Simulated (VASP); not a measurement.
Input:

```
ZrB2
1.0
    1.57737    -2.73208     0.00000
    1.57737     2.73208     0.00000
    0.00000     0.00000     3.51197
Zr B
1 2
Direct
  0.00000   0.00000   0.00000
  0.33333   0.66667   0.50000
  0.66667   0.33333   0.50000
```

Level of theory: PBEsol GGA, VASP's PBE PAW potentials (set 64) (plane waves; VASP). Run with 520 eV cut-off, Gaussian smearing of 0.050 eV, potentials Zr_sv B.

Problem. Give the energies of bands 6 to 12 at the high-symmetry points, in eV from the Fermi level.

Solution. 
```csv
band,Γ,M,K,A,L,H
6,-2.83,-8.63,-7.91,-7.18,-7.14,-8.95
7,-2.83,-4.11,-7.17,-1.12,-4.84,-5.10
8,-2.82,-3.23,-2.65,-1.12,-4.36,-2.84
9,-2.47,-2.92,-2.65,0.14,-2.11,-2.84
10,3.30,2.12,1.42,0.14,3.66,4.02
11,3.30,2.17,1.42,0.62,4.00,6.05
12,4.12,4.88,3.02,0.62,5.27,6.05
```

It has no gap at this level: it comes out as a metal or semimetal.

The compound is ZrB2 in the AlB2 type structure. It was relaxed first.
